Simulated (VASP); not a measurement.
Given:

```xyz
1
Lattice="0.0000 1.9743 1.9743 1.9743 0.0000 1.9743 1.9743 1.9743 0.0000" Properties=species:S:1:pos:R:3 pbc="T T T"
Pt     0.0000     0.0000     0.0000
```

Level of theory: RPBE GGA, VASP's PBE PAW potentials (set 64) (plane waves; VASP). Run with 520 eV cut-off, 16×16×16 Γ-centred mesh, first-order Methfessel-Paxton smearing of 0.10 eV, potentials Pt.

**Question.** Give the stress tensor in GPa (positive for a compressed cell).

**Answer.** 
```
7.67  0.00  0.00
0.00  7.67  0.00
0.00  0.00  7.67
```
The pressure is its mean diagonal, 7.67 GPa.

The compound is Pt in the fcc structure. This cell is one point of a volume scan, at 0.97 of the reference volume.
